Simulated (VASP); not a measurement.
Here is the system:

```
CELL_PARAMETERS angstrom
      0.00000     2.17711     2.17711
      2.17711     0.00000     2.17711
      2.17711     2.17711     0.00000
ATOMIC_POSITIONS crystal
  Ti 0.00000 0.00000 0.00000
  C  0.50000 0.50000 0.50000
```

Level of theory: r2SCAN meta-GGA, VASP's PBE PAW potentials (set 64) (plane waves; VASP). Settings: 600 eV cut-off, 14×14×14 Γ-centred mesh, first-order Methfessel-Paxton smearing of 0.10 eV, potentials Ti_sv C.

### Question
Give the stress tensor in GPa (positive for a compressed cell).

### Answer

```
-3.85   0.00   0.00
 0.00  -3.85   0.00
 0.00   0.00  -3.85
```
The pressure is its mean diagonal, -3.85 GPa.

The compound is TiC in the rock salt structure. This cell was strained or had an atom moved on purpose.
